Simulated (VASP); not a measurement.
InPd2F, 4 atoms in the cell. The cell holds a amorphous, 4 atoms: a = 3.503 Å, b = 4.857 Å, c = 4.365 Å, α = 98.01°, β = 69.74°, γ = 75.51°. The cell was built by a generator and needn't be a form met in nature.

```yaml
Program: VASP 6.6.1
Task: single point
Functional: PBE
Potentials_or_basis: VASP PAW PBE potentials, release 64 (Pd, In_d, F)
Cutoff: 520 eV
k_mesh: 5 × 3 × 4, shifted
Occupations: gaussian, width 0.1 eV
Spin: no spin polarisation
Dipole_correction: no
Further_INCAR_settings: ALGO = Normal; EDIFF = 1e-06; NBANDS = 28
```

Potentials or basis: VASP PAW PBE potentials, release 64 (Pd, In_d, F).

Run with:

```sh
$ cat potpaw_PBE.64/Pd/POTCAR potpaw_PBE.64/In_d/POTCAR potpaw_PBE.64/F/POTCAR > POTCAR
$ mpirun -np 1 vasp_std > vasp.out
```

Hardware: 1 thread of Intel(R) Xeon(R) Platinum 8559C (Emerald Rapids), on a shared host.

Q: How long does it take, and how much memory?

A: Wall time 35 s on 1 thread of Intel(R) Xeon(R) Platinum 8559C (Emerald Rapids), on a shared host, peak memory 0.2 GiB. Counts: scf iterations 14, k points 30.
